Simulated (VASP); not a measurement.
Input of a VASP 6.6.1 run:

INCAR

```
PREC     = Accurate       # precision mode
ENCUT    = 520            # plane-wave cutoff, eV
EDIFF    = 1E-6           # SCF threshold, eV
ISMEAR   = 0              # smearing method
SIGMA    = 0.1            # smearing width, eV
LREAL    = False          # projectors in reciprocal space
LASPH    = True           # aspherical terms in the spheres
NELM     = 150            # most SCF steps
ALGO     = Normal         # electronic algorithm
ISIF     = 2              # what is computed and relaxed
LWAVE    = False          # write WAVECAR
LCHARG   = False          # write CHGCAR
METAGGA  = R2SCAN         # meta-GGA
LMIXTAU  = True         
NBANDS   = 26             # bands
KPAR     = 4
```

The input KPOINTS:

```
regular mesh
0
Gamma
  10 10 6
```

POSCAR

```
Ta2SiN2                                 
1.0
    3.4651590603      0.0000000000      0.0000000000
   -1.7325795302      3.0009157735      0.0000000000
    0.0000000000      0.0000000000      6.5099375020
  Ta              Si              N             
     2     1     2
Direct
     0.3333333300000021    0.6666666699999979    0.2911003588201348
     0.6666666699999979    0.3333333300000021    0.7088996411798653
     1.0000000000000000    0.0000000000000000    0.0000000000000000
     0.3333333300000021    0.6666666699999979    0.6269776312431650
     0.6666666699999979    0.3333333300000021    0.3730223687568350
```

Potentials or basis: VASP PAW PBE potentials, release 64 (Ta_pv, Si, N).

Command:

```console
$ cat potpaw_PBE.64/Ta_pv/POTCAR potpaw_PBE.64/Si/POTCAR potpaw_PBE.64/N/POTCAR > POTCAR
$ mpirun -np 4 vasp_std > vasp.out
```

Predict the largest force.

0.078 eV/Å.

What does it give for the band gap on the k mesh?

None (metal or under the smearing width).

Stress tensor (GPa, compression positive):
```
-2.63  0.00  0.00
 0.00 -2.63  0.00
 0.00  0.00 -2.45
```

Caveat: the PAW data sets were made with another functional, which shifts forces and pressure a little. Spin-orbit coupling is left out, which matters for the levels of Ta.
